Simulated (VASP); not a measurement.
Computed with HSE06 screened hybrid, VASP's PBE PAW potentials (set 64) (plane waves; VASP).

VASP input:

### INCAR
```
! general
SYSTEM   = MgS
PREC     = Accurate
ENCUT    = 520
LREAL    = .False.
LASPH    = .True.
ISYM     = 3

! electronic loop
EDIFF    = 1E-6
NELM     = 60
ALGO     = Normal

! smearing
ISMEAR   = 0
SIGMA    = 0.05

! functional
GGA      = PE
LHFCALC  = .True.
AEXX     = 0.25
HFSCREEN = 0.2
PRECFOCK = Fast

! ions
ISIF     = 2

! output
LWAVE    = .False.
LCHARG   = .False.
```

File POSCAR:
```
MgS
3.5787630
  0.0000000000   0.7071067249   0.7071067249
  0.7071067249   0.0000000000   0.7071067249
  0.7071067249   0.7071067249   0.0000000000
Mg S
1 1
Direct
  0.0000000000   0.0000000000   0.0000000000
  0.5000000000   0.5000000000   0.5000000000
```

KPOINTS:
```
Automatic
0
Gamma
  6 6 6
```

POTCAR, in this order: Mg S (PBE.64 set). Program: vasp_std. Read from the step before: WAVECAR.

### Question
What does the run give for the energy per atom (σ→0), pressure, band gap (on the k-mesh)?

### Answer

```json
{
  "energy per atom (σ→0)": "-4.928 eV/atom",
  "band gap (on the k-mesh)": "3.97 eV",
  "pressure": "6.96 GPa"
}
```

OSZICAR:
```
...
DAV:   3    -0.985647643368E+01    0.17473E-03   -0.67735E-05   328   0.779E-02    0.361E-01
DAV:   4    -0.985640577431E+01    0.70659E-04   -0.22397E-05   296   0.416E-02    0.196E-01
DAV:   5    -0.985637948709E+01    0.26287E-04   -0.91692E-06   288   0.264E-02    0.104E-01
DAV:   6    -0.985636952983E+01    0.99573E-05   -0.33483E-06   336   0.160E-02    0.547E-02
DAV:   7    -0.985636574299E+01    0.37868E-05   -0.11817E-06   272   0.961E-03    0.283E-02
DAV:   8    -0.985636421164E+01    0.15313E-05   -0.45357E-07   128   0.633E-03    0.143E-02
DAV:   9    -0.985636356832E+01    0.64332E-06   -0.18941E-07   136   0.448E-03
   1 F= -.98563636E+01 E0= -.98563636E+01  d E =-.485921E-17
```

The compound is MgS in the rock salt structure. This cell is one point of a volume scan, at 0.91 of the reference volume. The cell's shape comes from a PBE relaxation.
